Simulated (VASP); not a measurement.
Given:

```
CELL_PARAMETERS angstrom
      0.00000     3.39345     3.39345
      3.39345     0.00000     3.39345
      3.39345     3.39345     0.00000
ATOMIC_POSITIONS crystal
  Ge 0.00000 0.00000 0.00000
  Zr 0.50000 0.50000 0.50000
  Zr 0.25000 0.25000 0.25000
  Zr 0.75000 0.75000 0.75000
```

Calculation: PBEsol GGA with spin-orbit coupling, VASP's PBE PAW potentials (set 64) (plane waves; VASP 6.6.1). Numerical set-up: 400 eV cut-off, 7×7×7 Γ-centred mesh, Gaussian smearing of 0.050 eV, potentials Ge_d Zr_sv.

### Question
Give the energies of bands 43 to 56 at the high-symmetry points, in eV from the Fermi level.

### Answer

```csv
band,Γ,X,U,L,W
43,-2.49,-1.73,-1.81,-0.85,-1.82
44,-2.49,-1.73,-1.81,-0.85,-1.82
45,-2.49,-1.71,-0.88,-0.73,-0.72
46,-2.49,-1.71,-0.88,-0.73,-0.72
47,0.06,-0.71,-0.85,-0.69,-0.71
48,0.06,-0.71,-0.85,-0.69,-0.71
49,0.11,-0.49,-0.07,0.07,-0.25
50,0.11,-0.49,-0.07,0.07,-0.25
51,0.18,-0.48,0.18,0.15,0.61
52,0.18,-0.48,0.18,0.15,0.61
53,0.18,1.01,1.08,0.82,0.63
54,0.18,1.01,1.08,0.82,0.63
55,3.32,1.78,1.14,1.18,0.88
56,3.32,1.78,1.14,1.18,0.88
```

It has no gap at this level: it comes out as a metal or semimetal.

The structure was generated: Zr3Ge was put into the D03 type (Fm-3m), which need not be its known phase. It was relaxed first, which changed the volume by -27 %.
